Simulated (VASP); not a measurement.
Sr2C in VASP 6.6.1, single-point calculation

INCAR

```
LREAL = .FALSE.
ISMEAR = -1
NELM = 120
ISIF = 2
BMIX = 3
NSW = 0
LWAVE = .FALSE.
GGA = PE
SIGMA = 0.02
EDIFF = 1E-7
LASPH = .TRUE.
NBANDS = 19
IBRION = -1
ENCUT = 520
LCHARG = .FALSE.
PREC = Accurate
```

KPOINTS

```
KPOINTS created by Atomic Simulation Environment
0
Monkhorst-Pack
6 6 6
0 0 0
```

POSCAR

```
C  Sr
 1.0000000000000000
     0.0000000000000000    3.3601424573999998    3.4622907881999998
     3.3601424573999998    0.0000000000000000    3.4622907881999998
     3.3601424573999998    3.3601424573999998    0.0000000000000000
 C   Sr
   1   2
Cartesian
  0.0000000000000000  0.0000000000000000  0.0000000000000000
  1.6800712286999999  1.6800712286999999  1.7311453940999999
  5.0402136860999995  5.0402136860999995  5.1934361822999993
```

The recommended PBE PAW datasets give the neutral cell 24 valence electrons.

Command

```
mpirun -np 1 vasp_std
```

OSZICAR

```
N       E                     dE             d eps       ncg     rms          rms(c)
DAV:   1     0.115462663824E+03    0.11546E+03   -0.12046E+04  2394   0.115E+03
DAV:   2    -0.419304496635E+01   -0.11966E+03   -0.11679E+03  2852   0.245E+02
DAV:   3    -0.137108374725E+02   -0.95178E+01   -0.94785E+01  4171   0.537E+01
DAV:   4    -0.138988661447E+02   -0.18803E+00   -0.18791E+00  3373   0.721E+00
DAV:   5    -0.139031514353E+02   -0.42853E-02   -0.42850E-02  3675   0.829E-01    0.184E+01
DAV:   6    -0.115831565144E+02    0.23200E+01   -0.52030E+00  2727   0.630E+00    0.148E+01
DAV:   7    -0.107430963181E+02    0.84006E+00   -0.45834E+00  3035   0.554E+00    0.723E+00
DAV:   8    -0.106208921961E+02    0.12220E+00   -0.32956E-01  3808   0.273E+00    0.146E+00
DAV:   9    -0.106139021810E+02    0.69900E-02   -0.34318E-02  4398   0.610E-01    0.131E+00
DAV:  10    -0.106154013263E+02   -0.14991E-02   -0.40890E-02  4576   0.122E+00    0.737E-01
DAV:  11    -0.106059459050E+02    0.94554E-02   -0.71210E-02  4384   0.931E-01    0.300E-01
DAV:  12    -0.106071471591E+02   -0.12013E-02   -0.22695E-02  4476   0.666E-01    0.204E-01
DAV:  13    -0.106074969775E+02   -0.34982E-03   -0.17763E-03  4316   0.210E-01    0.209E-01
DAV:  14    -0.106075244028E+02   -0.27425E-04   -0.24495E-03  4478   0.207E-01    0.280E-01
DAV:  15    -0.106074821745E+02    0.42228E-04   -0.22858E-04  2761   0.944E-02    0.740E-02
DAV:  16    -0.106075036130E+02   -0.21438E-04   -0.32874E-04  4005   0.760E-02    0.583E-02
DAV:  17    -0.106075185539E+02   -0.14941E-04   -0.12126E-05  2869   0.332E-02    0.669E-02
DAV:  18    -0.106075209675E+02   -0.24136E-05   -0.11124E-05  2816   0.266E-02    0.377E-02
DAV:  19    -0.106075192176E+02    0.17499E-05   -0.44280E-06  3792   0.877E-03    0.549E-03
DAV:  20    -0.106075187889E+02    0.42871E-06   -0.86791E-07  2321   0.423E-03    0.499E-03
DAV:  21    -0.106075194094E+02   -0.62045E-06   -0.17183E-07  2672   0.293E-03    0.851E-04
DAV:  22    -0.106075194732E+02   -0.63823E-07   -0.17543E-08  1605   0.118E-03
   1 F= -.10607519E+02 E0= -.10606479E+02  d E =-.208045E-02
```

Standard output (part)

```
POSCAR found type information on POSCAR C Sr
 POSCAR found :  2 types and       3 ions
 LDA part: xc-table for (Slater+PW92), standard interpolation
 POSCAR, INCAR and KPOINTS ok, starting setup
 WAVECAR not read
 entering main loop
```

From OUTCAR

```
k-points           NKPTS =     63   k-points in BZ     NKDIM =     63   number of bands    NBANDS=     19

   NELECT =      24.0000    total number of electrons

   dimension x,y,z NGX =    36 NGY =   36 NGZ =   36
   dimension x,y,z NGXF=    72 NGYF=   72 NGZF=   72

  energy-cutoff  :      520.00
  volume of cell :       78.18
      direct lattice vectors                 reciprocal lattice vectors
     0.000000000  3.360142457  3.462290788    -0.148803215  0.148803215  0.144413058
     3.360142457  0.000000000  3.462290788     0.148803215 -0.148803215  0.144413058
     3.360142457  3.360142457  0.000000000     0.148803215  0.148803215 -0.144413058

 k-points in reciprocal lattice and weights: KPOINTS created by Atomic Simulation Env
   0.08333333  0.08333333  0.08333333       0.009
   0.25000000  0.08333333  0.08333333       0.019
   0.41666667  0.08333333  0.08333333       0.019
  -0.41666667  0.08333333  0.08333333       0.019
  -0.25000000  0.08333333  0.08333333       0.019
  -0.08333333  0.08333333  0.08333333       0.019
   0.25000000  0.25000000  0.08333333       0.009
   0.41666667  0.25000000  0.08333333       0.019
   ...

 E-fermi :   2.8458

 k-point     1 :       0.0833    0.0833    0.0833
  band No.  band energies     occupation
      1     -32.5884      2.00000
      2     -32.3530      2.00000
      3     -14.8767      2.00000
      4     -14.8743      2.00000
      5     -14.7112      2.00000
      6     -14.2687      2.00000
      7     -14.2248      2.00000
      8     -14.2206      2.00000
      9      -5.3151      2.00000
     10       1.3264      2.00000
     11       1.5360      2.00000
     12       1.6058      2.00000
     13       3.0260      0.00024
     14       4.1986      0.00000
     15       4.2101      0.00000
     16       7.4376      0.00000
     17       7.8366      0.00000
     18       7.9651      0.00000
     19      10.1671      0.00000

 k-point     2 :       0.2500    0.0833    0.0833
  band No.  band energies     occupation
      1     -32.5679      2.00000
      2     -32.3723      2.00000
      3     -14.9114      2.00000
      4     -14.7889      2.00000
      5     -14.6495      2.00000
      6     -14.3735      2.00000
      7     -14.3407      2.00000
      8     -14.2009      2.00000
      9      -5.1573      2.00000
     10       0.9922      2.00000
     11       1.7151      2.00000
     12       1.8797      2.00000
     13       4.1531      0.00000
     14       4.3815      0.00000
     15       4.5301      0.00000
     16       6.5946      0.00000
     17       7.5859      0.00000
     18       7.9609      0.00000
     19       9.1631      0.00000

 k-point     3 :       0.4167    0.0833    0.0833
  band No.  band energies     occupation
      1     -32.5208      2.00000
      2     -32.4175      2.00000
      3     -14.8710      2.00000
      4     -14.6496      2.00000
      5     -14.5554      2.00000
      6     -14.5462      2.00000
      7     -14.4876      2.00000
      8     -14.2908      2.00000
      9      -4.9314      2.00000
     10       1.0907      2.00000
     11       2.0886      2.00000
     12       2.2034      2.00000
     13       4.5536      0.00000
     14       5.1101      0.00000
     15       5.3062      0.00000
     16       6.4545      0.00000
     17       7.1234      0.00000
     18       7.6716      0.00000
     19       7.7739      0.00000

 ...

  Total        0.2421337      0.2421337     -1.0151368      0.0000000     -0.0000000      0.0000000
  in kB        4.9620014      4.9620014    -20.8030125      0.0000000     -0.0000000      0.0000000
  external PRESSURE =      -3.6263366 kB  Pullay stress =       0.0000000 kB

 POSITION                                       TOTAL-FORCE (eV/Angst)
 -----------------------------------------------------------------------------------
      0.00000      0.00000      0.00000        -0.000000      0.000000     -0.000000
      1.68007      1.68007      1.73115        -0.000000     -0.000000      0.000000
      5.04021      5.04021      5.19344         0.000000      0.000000      0.000000
 -----------------------------------------------------------------------------------
    total drift:                                0.000000      0.000000      0.000000

  FREE ENERGIE OF THE ION-ELECTRON SYSTEM (eV)
  ---------------------------------------------------
  free  energy   TOTEN  =       -10.6075194732 eV

  energy  without entropy=      -10.6054390273  energy(sigma->0) =      -10.60647925
```

It converged. Results: gap between bands v and c on the k mesh 0.04 eV; least direct gap on the k mesh 0.04 eV; pressure -0.4 GPa. Band v is the last that the valence electrons fill when counted band by band, and c is the next.

The shifted mesh misses Γ, so a band edge there is missed.

For comparison, a separate PBE run of the intended cell, on usual settings and not on those above, gives a gap of -0.21 eV on its mesh and a pressure of -0.4 GPa.

The run above took about 2.4 min on one core of a shared host (Intel Xeon Platinum 8488C) and held 0.26 GiB at most.
